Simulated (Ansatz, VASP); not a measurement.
## Cross-check of EuMg2Bi2 between VASP and Ansatz

Wanted: the spread between two codes on one cell, functional and k mesh. The cell is taken from a series of VASP runs on this material, whose earlier steps may have relaxed, scaled or displaced it; both programs get it as it stands.

Method: plane waves, with VASP 6.6.1 beside it; zone-centre phonons at PBEsol, DFT+U, in Ansatz 0.2.0.

**1. The starting structure**

Symmetry: P-3m1, No. 164, trigonal system. The conventional cell has a = 4.780 Å, b = 4.780 Å, c = 7.787 Å, α = 90.00°, β = 90.00°, γ = 120.00°. Nearest to Eu lie 6 Bi at 3.36 Å. Nearest to Mg lie 4 Bi at 2.93 to 2.96 Å. Bi has 4 Mg at 2.93 to 2.96 Å and 3 Eu at 3.36 Å nearest. Farther neighbours are not listed.

**2. VASP: zone-centre phonons, PBEsol, DFT+U**

Second derivatives magnify differences that forces hide, and they need a tight electronic threshold.

Lines of VASP's logs that name or quote its potential files are left out, and so is its time.

Contents of INCAR:

```
SYSTEM = EuMg2Bi2
PREC = Accurate
ENCUT = 450
EDIFF = 1E-08
NELM = 150
ISMEAR = 1
SIGMA = 0.2
LREAL = .FALSE.
ALGO = Normal
GGA = PS
NBANDS = 34
ISPIN = 2
MAGMOM = 6.768 -0.004 -0.004 -0.022 -0.022
LDAU = .TRUE.
LDAUTYPE = 2
LDAUL = 3 -1 -1
LDAUU = 7 0 0
LDAUJ = 0 0 0
LDAUPRINT = 1
LASPH = .TRUE.
LMAXMIX = 6
AMIX = 0.2
BMIX = 1E-04
AMIX_MAG = 0.8
BMIX_MAG = 1E-04
LORBIT = 11
LWAVE = .FALSE.
LCHARG = .FALSE.
KPAR = 4
IBRION = 6
NFREE = 2
POTIM = 0.015
ISIF = 2
NSW = 1
```

Contents of POSCAR:

```
EuMg2Bi2
1.0
    4.7802549891      0.0000000000      0.0000000000
   -2.3901274945      4.1398222571      0.0000000000
    0.0000000000      0.0000000000      7.7873736937
Eu Mg Bi
1 2 2
Direct
    0.0000000000      0.0000000000      0.0000000000
    0.6666666667      0.3333333333      0.6275105146
    0.3333333333      0.6666666667      0.3724894854
    0.6666666667      0.3333333333      0.2469147145
    0.3333333333      0.6666666667      0.7530852855
```

Contents of KPOINTS:

```
Automatic mesh
0
Gamma
7 7 4
0 0 0
```

The projector-augmented-wave data sets are Eu, Mg and Bi_d (PBE family, release 64).

Started as:

```sh
mpirun -np 4 vasp_std
```

Numbers of over 12 decimals in the logs are rounded to 6 here.

What it wrote:

```text
[banner, memory and clock lines left out]
running    4 mpi-ranks, on    1 nodes
 distrk:  each k-point on    1 cores,    4 groups
 distr:  one band on    1 cores,    1 groups

 POSCAR found type information on POSCAR EuMgBi
 POSCAR found :  3 types and       5 ions
|                                                                             |
|               ----> ADVICE to this user running VASP <----                  |
|                                                                             |
|     You enforced a specific xc type in the INCAR file but a different       |
|     [... a line on the potential file left out ...]
|     I HOPE YOU KNOW WHAT YOU ARE DOING!                                     |
|                                                                             |

 LDA part: xc-table for (Slater+PW92), standard interpolation
 POSCAR, INCAR and KPOINTS ok, starting setup
 FFT: planning ... GRIDC
 FFT: planning ... GRID_SOFT
 FFT: planning ... GRID
 WAVECAR not read
 entering main loop
       N       E                     dE             d eps       ncg     rms          rms(c)
DAV:   1     0.460445878733E+03    0.46045E+03   -0.20839E+04  5172   0.408E+03
DAV:   2     0.666858026668E+02   -0.39376E+03   -0.36715E+03  4996   0.558E+02
DAV:   3    -0.124610513606E+02   -0.79147E+02   -0.77293E+02  5320   0.204E+02
DAV:   4    -0.190622550514E+02   -0.66012E+01   -0.65613E+01  6966   0.589E+01
DAV:   5    -0.196973439568E+02   -0.63509E+00   -0.63383E+00  7104   0.144E+01    0.337E+01
DAV:   6    -0.259895437257E+02   -0.62922E+01   -0.23788E+00  6350   0.197E+01    0.161E+01
DAV:   7    -0.260011365947E+02   -0.11593E-01   -0.17320E+00  6576   0.232E+01    0.110E+01
DAV:   8    -0.259663160065E+02    0.34821E-01   -0.27833E-01  7112   0.930E+00    0.977E+00
DAV:   9    -0.259592028838E+02    0.71131E-02   -0.56616E-02  6544   0.142E+00    0.731E+00
DAV:  10    -0.259527719734E+02    0.64309E-02   -0.47870E-02  6144   0.253E+00    0.436E+00
DAV:  11    -0.259551605412E+02   -0.23886E-02   -0.11695E-02  6336   0.105E+00    0.243E+00
DAV:  12    -0.259556337558E+02   -0.47321E-03   -0.52859E-03  6656   0.181E+00    0.853E-01
DAV:  13    -0.259549204429E+02    0.71331E-03   -0.11917E-03  6448   0.347E-01    0.484E-01
DAV:  14    -0.259548463179E+02    0.74125E-04   -0.20856E-04  6744   0.158E-01    0.302E-01
DAV:  15    -0.259546303765E+02    0.21594E-03   -0.63385E-04  5960   0.482E-01    0.380E-01
DAV:  16    -0.259546309003E+02   -0.52371E-06   -0.10630E-04  6288   0.132E-01    0.191E-01
DAV:  17    -0.259546315440E+02   -0.64370E-06   -0.25127E-05  6504   0.105E-01    0.808E-02
DAV:  18    -0.259546318102E+02   -0.26625E-06   -0.68573E-06  6144   0.176E-02    0.356E-02
DAV:  19    -0.259546317029E+02    0.10730E-06   -0.20853E-06  6408   0.184E-02    0.186E-02
DAV:  20    -0.259546316083E+02    0.94638E-07   -0.57818E-07  6216   0.134E-02    0.103E-02
DAV:  21    -0.259546315668E+02    0.41508E-07   -0.25560E-07  6408   0.597E-03    0.536E-03
DAV:  22    -0.259546315595E+02    0.72532E-08   -0.56026E-08  4064   0.243E-03
   1 F= -.25954632E+02 E0= -.25955038E+02  d E =0.122045E-02  mag=     7.0007
[... from here on, the cycles between the ionic steps are left out ...]
   2 F= -.25954338E+02 E0= -.25954744E+02  d E =0.121981E-02  mag=     7.0007
   6 F= -.25954240E+02 E0= -.25954646E+02  d E =0.122002E-02  mag=     7.0007
   7 F= -.25954240E+02 E0= -.25954646E+02  d E =0.122002E-02  mag=     7.0007
   8 F= -.25954308E+02 E0= -.25954716E+02  d E =0.122506E-02  mag=     7.0007
   9 F= -.25954094E+02 E0= -.25954500E+02  d E =0.121604E-02  mag=     7.0007
  10 F= -.25954141E+02 E0= -.25954548E+02  d E =0.121997E-02  mag=     7.0007
  11 F= -.25954141E+02 E0= -.25954548E+02  d E =0.121996E-02  mag=     7.0007
  12 F= -.25954018E+02 E0= -.25954425E+02  d E =0.121985E-02  mag=     7.0008
 Finite differences progress:
  Degree of freedom:   6/  6
  Displacement:        1/  2
  Total:              11/ 12
 bond charge predicted
       N       E                     dE             d eps       ncg     rms          rms(c)
DAV:   1    -0.259231225600E+02    0.30896E-01   -0.62061E+00  4256   0.897E+00    0.308E-01
DAV:   2    -0.259534586727E+02   -0.30336E-01   -0.30872E-01  6778   0.104E+01    0.226E-01
DAV:   3    -0.259541649822E+02   -0.70631E-03   -0.78093E-03  5408   0.467E-01    0.130E-01
DAV:   4    -0.259542355710E+02   -0.70589E-04   -0.10576E-03  6984   0.466E-01    0.132E-01
DAV:   5    -0.259542270334E+02    0.85376E-05   -0.35965E-05  5928   0.396E-02    0.101E-01
DAV:   6    -0.259542108676E+02    0.16166E-04   -0.15291E-05  5872   0.369E-02    0.597E-02
DAV:   7    -0.259541999386E+02    0.10929E-04   -0.21661E-05  5592   0.392E-02    0.237E-02
DAV:   8    -0.259542000172E+02   -0.78577E-07   -0.64286E-06  6680   0.215E-02    0.789E-03
DAV:   9    -0.259541998839E+02    0.13327E-06   -0.10128E-06  6568   0.109E-02    0.488E-03
DAV:  10    -0.259541998390E+02    0.44847E-07   -0.49575E-07  6008   0.618E-03    0.412E-03
DAV:  11    -0.259541998464E+02   -0.73796E-08   -0.14999E-07  5984   0.345E-03    0.970E-04
DAV:  12    -0.259541998516E+02   -0.51796E-08   -0.29659E-08  3386   0.154E-03
  13 F= -.25954200E+02 E0= -.25954606E+02  d E =0.121900E-02  mag=     7.0005
 Finite differences progress:
  Degree of freedom:   6/  6
  Displacement:        2/  2
  Total:              12/ 12
```

From OUTCAR (step 2):

```text
ion  position               nearest neighbor table
   1  0.000  0.000  0.000-   4 3.36   5 3.36   5 3.36   4 3.36   4 3.36   5 3.36
   2  0.667  0.333  0.628-   5 2.93   5 2.93   5 2.93   4 2.96   3 3.40   3 3.40   3 3.40
   3  0.333  0.667  0.372-   4 2.93   4 2.93   4 2.93   5 2.96   2 3.40   2 3.40   2 3.40
   4  0.667  0.333  0.247-   3 2.93   3 2.93   3 2.93   2 2.96   1 3.36   1 3.36   1 3.36
   5  0.333  0.667  0.753-   2 2.93   2 2.93   2 2.93   3 2.96   1 3.36   1 3.36   1 3.36

  LATTYP: Found a hexagonal cell.
 ALAT       =     4.7802549891
 C/A-ratio  =     1.6290707737

 Subroutine GETGRP returns: Found 12 space group operations
 (whereof 12 operations were pure point group operations)

The static configuration has the point symmetry D_3d.

 Found     28 irreducible k-points:

   k-points           NKPTS =     28   k-points in BZ     NKDIM =     28   number of bands    NBANDS=     34

   dimension x,y,z NGX =    36 NGY =   36 NGZ =   54
   dimension x,y,z NGXF=    72 NGYF=   72 NGZF=  108

   ENCUT  =  450.0 eV  33.07 Ry    5.75 a.u.   8.27  8.27 13.47*2*pi/ulx,y,z

   NELECT =      51.0000    total number of electrons

 k-points in reciprocal lattice and weights: Automatic mesh
   0.00000000  0.00000000  0.00000000       0.005
   0.14285714 -0.00000000  0.00000000       0.031
   0.28571429 -0.00000000  0.00000000       0.031
   0.42857143 -0.00000000  0.00000000       0.031
   0.14285714  0.14285714  0.00000000       0.031
   0.28571429  0.14285714  0.00000000       0.061
   0.42857143  0.14285714  0.00000000       0.031
   0.28571429  0.28571429  0.00000000       0.031
   0.00000000  0.00000000  0.25000000       0.010
[...]
0.42857143  0.14285714  0.50000000       0.031
   0.28571429  0.28571429  0.50000000       0.031

atom =   1  type =  1  l = 3

 onsite density matrix

spin component  1

  0.9779 -0.0000 -0.0000  0.0003 -0.0000 -0.0000 -0.0000
 -0.0000  0.9779 -0.0000 -0.0000 -0.0005 -0.0000  0.0000
 -0.0000 -0.0000  0.9783  0.0000  0.0000 -0.0005  0.0000
  0.0003 -0.0000  0.0000  0.9790  0.0000 -0.0000  0.0000
 -0.0000 -0.0005  0.0000  0.0000  0.9783 -0.0000 -0.0000
 -0.0000 -0.0000 -0.0005 -0.0000 -0.0000  0.9779  0.0000
 -0.0000  0.0000  0.0000  0.0000 -0.0000  0.0000  0.9792

spin component  2

  0.0007 -0.0000 -0.0000 -0.0006 -0.0000  0.0000  0.0000
 -0.0000  0.0012 -0.0000  0.0000  0.0002 -0.0000  0.0000
 -0.0000 -0.0000  0.0006 -0.0000 -0.0000  0.0002 -0.0000
 -0.0006  0.0000 -0.0000  0.0006  0.0000 -0.0000 -0.0000
 -0.0000  0.0002 -0.0000  0.0000  0.0006 -0.0000 -0.0000
  0.0000 -0.0000  0.0002 -0.0000 -0.0000  0.0012  0.0000
  0.0000  0.0000 -0.0000 -0.0000 -0.0000  0.0000  0.0004

 occupancies and eigenvectors

  o =  0.0000  v =  0.0000  0.0000  0.0000  0.0000  0.0000  0.0000  0.0000 -0.6804 -0.0000 -0.0000 -0.7329  0.0000 -0.0000 -0.0000      0.0000  0.0000  0.0000  0.0000  0.0000  0.0000  0.0000  0.0000  0.0000  0.0000  0.0000  0.0000  0.0000  0.0000
  o =  0.0004  v =  0.0000  0.0000  0.0000  0.0000  0.0000  0.0000  0.0000  0.0000  0.0000 -0.0000 -0.0000 -0.0000  0.0000 -1.0000      0.0000  0.0000  0.0000  0.0000  0.0000  0.0000  0.0000  0.0000  0.0000  0.0000  0.0000  0.0000  0.0000  0.0000
  o =  0.0005  v =  0.0000  0.0000  0.0000  0.0000  0.0000  0.0000  0.0000 -0.0000  0.2237 -0.6865 -0.0000 -0.6502  0.2362  0.0000      0.0000  0.0000  0.0000  0.0000  0.0000  0.0000  0.0000  0.0000  0.0000  0.0000  0.0000  0.0000  0.0000  0.0000
  o =  0.0005  v =  0.0000  0.0000  0.0000  0.0000  0.0000  0.0000  0.0000 -0.0000  0.2362  0.6502 -0.0000 -0.6865 -0.2237 -0.0000      0.0000  0.0000  0.0000  0.0000  0.0000  0.0000  0.0000  0.0000  0.0000  0.0000  0.0000  0.0000  0.0000  0.0000
  o =  0.0012  v =  0.0000  0.0000  0.0000  0.0000  0.0000  0.0000  0.0000  0.7329  0.0000 -0.0000 -0.6804  0.0000 -0.0000  0.0000      0.0000  0.0000  0.0000  0.0000  0.0000  0.0000  0.0000  0.0000  0.0000  0.0000  0.0000  0.0000  0.0000  0.0000
[...]
-----------------------------------------------------------------------------------
    total drift:                               -0.000000     -0.000000     -0.000260

  FREE ENERGIE OF THE ION-ELECTRON SYSTEM (eV)
  ---------------------------------------------------
  free  energy   TOTEN  =       -25.9541998516 eV

  energy  without entropy=      -25.9554188565  energy(sigma->0) =      -25.95460619

 Eigenvectors and eigenvalues of the dynamical matrix
 ----------------------------------------------------

   1 f  =    6.619755 THz    41.593148 2PiTHz  220.811264 cm-1    27.377095 meV
             X         Y         Z           dx          dy          dz
      0.000000  0.000000  0.000000    -0.000000    0.000000   -0.168764
      2.390127  1.379941  4.886659    -0.000000    0.000000    0.678459
     -0.000000  2.759882  2.900715     0.000000   -0.000000    0.678459
      2.390127  1.379941  1.922817    -0.000000    0.000000   -0.159537
     -0.000000  2.759882  5.864557     0.000000   -0.000000   -0.159537

   2 f  =    6.449344 THz    40.522426 2PiTHz  215.126972 cm-1    26.672333 meV
             X         Y         Z           dx          dy          dz
      0.000000  0.000000  0.000000    -0.000000   -0.000000    0.000000
      2.390127  1.379941  4.886659    -0.588594   -0.345565    0.000000
     -0.000000  2.759882  2.900715     0.588594    0.345565   -0.000000
      2.390127  1.379941  1.922817    -0.159342   -0.093550    0.000000
     -0.000000  2.759882  5.864557     0.159342    0.093550    0.000000

   3 f  =    6.449344 THz    40.522426 2PiTHz  215.126972 cm-1    26.672333 meV
             X         Y         Z           dx          dy          dz
      0.000000  0.000000  0.000000     0.000000   -0.000000    0.000000
      2.390127  1.379941  4.886659    -0.345565    0.588594   -0.000000
     -0.000000  2.759882  2.900715     0.345565   -0.588594   -0.000000
      2.390127  1.379941  1.922817    -0.093550    0.159342    0.000000
     -0.000000  2.759882  5.864557     0.093550   -0.159342    0.000000

   4 f  =    6.080578 THz    38.205399 2PiTHz  202.826255 cm-1    25.147239 meV
             X         Y         Z           dx          dy          dz
      0.000000  0.000000  0.000000    -0.000000    0.000000    0.000000
      2.390127  1.379941  4.886659    -0.000000   -0.000000    0.703535
     -0.000000  2.759882  2.900715    -0.000000   -0.000000   -0.703535
      2.390127  1.379941  1.922817     0.000000    0.000000   -0.070987
     -0.000000  2.759882  5.864557     0.000000    0.000000    0.070987

   5 f  =    5.894072 THz    37.033545 2PiTHz  196.605074 cm-1    24.375911 meV
             X         Y         Z           dx          dy          dz
      0.000000  0.000000  0.000000     0.007796    0.004577    0.000000
      2.390127  1.379941  4.886659     0.576183    0.338269    0.000000
     -0.000000  2.759882  2.900715     0.576183    0.338269   -0.000000
      2.390127  1.379941  1.922817    -0.199553   -0.117155   -0.000000
     -0.000000  2.759882  5.864557    -0.199553   -0.117155    0.000000

   6 f  =    5.894072 THz    37.033545 2PiTHz  196.605074 cm-1    24.375911 meV
             X         Y         Z           dx          dy          dz
      0.000000  0.000000  0.000000    -0.004577    0.007796    0.000000
      2.390127  1.379941  4.886659    -0.338269    0.576183   -0.000000
     -0.000000  2.759882  2.900715    -0.338269    0.576183    0.000000
      2.390127  1.379941  1.922817     0.117155   -0.199553    0.000000
     -0.000000  2.759882  5.864557     0.117155   -0.199553   -0.000000

   7 f  =    2.709867 THz    17.026597 2PiTHz   90.391435 cm-1    11.207105 meV
             X         Y         Z           dx          dy          dz
      0.000000  0.000000  0.000000     0.000000    0.000000    0.853490
      2.390127  1.379941  4.886659    -0.000000   -0.000000    0.019627
     -0.000000  2.759882  2.900715    -0.000000   -0.000000    0.019627
      2.390127  1.379941  1.922817     0.000000   -0.000000   -0.367957
     -0.000000  2.759882  5.864557    -0.000000    0.000000   -0.367957

   8 f  =    2.524854 THz    15.864123 2PiTHz   84.220051 cm-1    10.441951 meV
             X         Y         Z           dx          dy          dz
      0.000000  0.000000  0.000000    -0.000000    0.000000    0.000000
      2.390127  1.379941  4.886659     0.000000   -0.000000    0.070987
     -0.000000  2.759882  2.900715     0.000000    0.000000   -0.070987
      2.390127  1.379941  1.922817     0.000000    0.000000    0.703535
     -0.000000  2.759882  5.864557     0.000000   -0.000000   -0.703535

   9 f  =    2.347363 THz    14.748917 2PiTHz   78.299603 cm-1     9.707909 meV
             X         Y         Z           dx          dy          dz
      0.000000  0.000000  0.000000     0.751385    0.441143   -0.000000
      2.390127  1.379941  4.886659    -0.102455   -0.060152    0.000000
     -0.000000  2.759882  2.900715    -0.102455   -0.060152   -0.000000
      2.390127  1.379941  1.922817    -0.281149   -0.165065    0.000000
     -0.000000  2.759882  5.864557    -0.281149   -0.165065   -0.000000

  10 f  =    2.347363 THz    14.748917 2PiTHz   78.299603 cm-1     9.707909 meV
             X         Y         Z           dx          dy          dz
      0.000000  0.000000  0.000000    -0.441143    0.751385   -0.000000
      2.390127  1.379941  4.886659     0.060152   -0.102455   -0.000000
     -0.000000  2.759882  2.900715     0.060152   -0.102455    0.000000
      2.390127  1.379941  1.922817     0.165065   -0.281149   -0.000000
     -0.000000  2.759882  5.864557     0.165065   -0.281149    0.000000

  11 f  =    1.657697 THz    10.415615 2PiTHz   55.294806 cm-1     6.855679 meV
             X         Y         Z           dx          dy          dz
      0.000000  0.000000  0.000000     0.000000    0.000000    0.000000
      2.390127  1.379941  4.886659    -0.159344   -0.093547   -0.000000
     -0.000000  2.759882  2.900715     0.159344    0.093547   -0.000000
      2.390127  1.379941  1.922817     0.588601    0.345553   -0.000000
     -0.000000  2.759882  5.864557    -0.588601   -0.345553   -0.000000

  12 f  =    1.657697 THz    10.415615 2PiTHz   55.294806 cm-1     6.855679 meV
             X         Y         Z           dx          dy          dz
      0.000000  0.000000  0.000000    -0.000000    0.000000    0.000000
      2.390127  1.379941  4.886659     0.093547   -0.159344    0.000000
     -0.000000  2.759882  2.900715    -0.093547    0.159344    0.000000
      2.390127  1.379941  1.922817    -0.345553    0.588601   -0.000000
     -0.000000  2.759882  5.864557     0.345553   -0.588601    0.000000

  13 f/i=    0.008370 THz     0.052591 2PiTHz    0.279198 cm-1     0.034616 meV
             X         Y         Z           dx          dy          dz
      0.000000  0.000000  0.000000     0.000000   -0.000000    0.493025
      2.390127  1.379941  4.886659     0.000000   -0.000000    0.198261
     -0.000000  2.759882  2.900715     0.000000   -0.000000    0.198261
      2.390127  1.379941  1.922817     0.000000   -0.000000    0.582371
     -0.000000  2.759882  5.864557     0.000000   -0.000000    0.582371

  14 f/i=    0.013711 THz     0.086147 2PiTHz    0.457341 cm-1     0.056703 meV
             X         Y         Z           dx          dy          dz
      0.000000  0.000000  0.000000     0.222378   -0.437355   -0.000000
      2.390127  1.379941  4.886659     0.090047   -0.177097   -0.000000
     -0.000000  2.759882  2.900715     0.090047   -0.177097   -0.000000
      2.390127  1.379941  1.922817     0.264344   -0.519889   -0.000000
     -0.000000  2.759882  5.864557     0.264344   -0.519889   -0.000000

  15 f/i=    0.013711 THz     0.086147 2PiTHz    0.457341 cm-1     0.056703 meV
             X         Y         Z           dx          dy          dz
      0.000000  0.000000  0.000000     0.437355    0.222378   -0.000000
      2.390127  1.379941  4.886659     0.177097    0.090047   -0.000000
     -0.000000  2.759882  2.900715     0.177097    0.090047   -0.000000
      2.390127  1.379941  1.922817     0.519889    0.264344   -0.000000
     -0.000000  2.759882  5.864557     0.519889    0.264344   -0.000000

 ELASTIC MODULI CONTR FROM IONIC RELAXATION (kBar)
 Direction    XX          YY          ZZ          XY          YZ          ZX
 --------------------------------------------------------------------------------
 XX         -56.6030     35.9866     20.6315     -0.0000    -26.7728     -0.0000
 YY          35.9866    -56.6030     20.6315     -0.0000     26.7728      0.0000
 ZZ          20.6315     20.6315   -151.6297      0.0000      0.0000      0.0000
 XY          -0.0000     -0.0000      0.0000    -46.2948      0.0000    -26.7728
 YZ         -26.7728     26.7728      0.0000      0.0000    -16.2914     -0.0000
 ZX          -0.0000      0.0000      0.0000    -26.7728     -0.0000    -16.2914
 --------------------------------------------------------------------------------

 total charge
# of ion       s       p       d       f       tot
--------------------------------------------------
    1        2.029   5.740   0.243   6.846  14.858
    2        0.180   0.126   0.018   0.000   0.324
    3        0.180   0.126   0.018   0.000   0.324
    4        1.427   1.738   9.876   0.000  13.040
    5        1.427   1.738   9.876   0.000  13.040
--------------------------------------------------
tot          5.242   9.466  20.032   6.846  41.587

 magnetization (x)
# of ion       s       p       d       f       tot
--------------------------------------------------
    1       -0.011  -0.104   0.047   6.836   6.768
    2       -0.002  -0.002  -0.000   0.000  -0.004
    3       -0.002  -0.002  -0.000   0.000  -0.004
    4       -0.003  -0.020   0.001   0.000  -0.022
    5       -0.003  -0.020   0.001   0.000  -0.022
--------------------------------------------------
tot         -0.020  -0.149   0.048   6.836   6.715
```

CONTCAR:

```
EuMg2Bi2
   1.00000000000000
     4.7802549891000004    0.0000000000000000    0.0000000000000000
    -2.3901274945000002    4.1398222570999996    0.0000000000000000
     0.0000000000000000    0.0000000000000000    7.7873736937000002
  Eu              Mg              Bi
     1     2     2
Direct
     0.0000000000000000    0.0000000000000000    0.0000000000000000
     0.6666666667000030    0.3333333332999970    0.6275105145999973
     0.3333333332999970    0.6666666667000030    0.3724894854000027
     0.6666666667000027    0.3333333332999970    0.2449885195349209
     0.3333333332999970    0.6666666667000030    0.7530852854999992
```

The cell holds one magnetic atom, so no antiferromagnetic order fits into it. The last energy, forces, stress and levels in OUTCAR belong to the last displaced cell, not to the cell of POSCAR. DFT+U on an f shell has many metastable occupations, and no search among them was made. Methfessel-Paxton smearing is not meant for a cell with a gap.

(Continued in part 2 of 2.)

[Lines on the potential files, build, host, timing and source positions are cut from VASP's logs without a mark.]

[Logs are printed without paths, hosts, clocks, repeated set-up lines and the standing remarks that a program may print on its own settings, such as how far it seeks lower states.]

[Hosts, paths, dates, database ids (printed as entryN), source tags and the programs' standing remarks are cut or masked in the printed files.]
